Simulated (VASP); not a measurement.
AlN (wurtzite):

```xyz
4
Lattice="1.5550 -2.6933 0.0000 1.5550 2.6933 0.0000 0.0000 0.0000 4.9800" Properties=species:S:1:pos:R:3 pbc="T T T"
Al     1.5550    -0.8978     2.4900
Al     1.5550     0.8978     0.0000
N      1.5550    -0.8978     4.3924
N      1.5550     0.8978     1.9024
```

The lowest empty band near Γ, direction in plane, from mBJ (TB09) with spin-orbit coupling in VASP (PAW); its two spin partners are averaged. The gap over the points computed is 5.37 eV, and the next band on that side lies 2.55 eV away at the edge.

Numerical set-up: 520 eV cut-off, 9×9×5 Γ-centred mesh, Gaussian smearing of 0.050 eV, potentials Al N.

```tsv
distance from the edge in k (1/Å)	distance in energy (meV)
0.018	3.6
0.025	6.9
0.035	13.6
0.050	27.6
0.070	53.8
```

Q: Fit E(1 + αE) = ħ²k²/2m* (ħ²/2m0 = 3.810 eV Å²) and predict the row at 0.095 1/Å.

A: The rows don't resolve α, so a parabola serves: the electron mass is m* = 0.346 m0, and so 99.3 meV. The run gave 98.2 meV, -1.1 meV from the fit.

Left out are points under 3 meV from the edge, since the levels carry 0.1 meV, and points farther than half the way to the next band.

The compound is AlN in the wurtzite structure. The cell was not relaxed at this level.
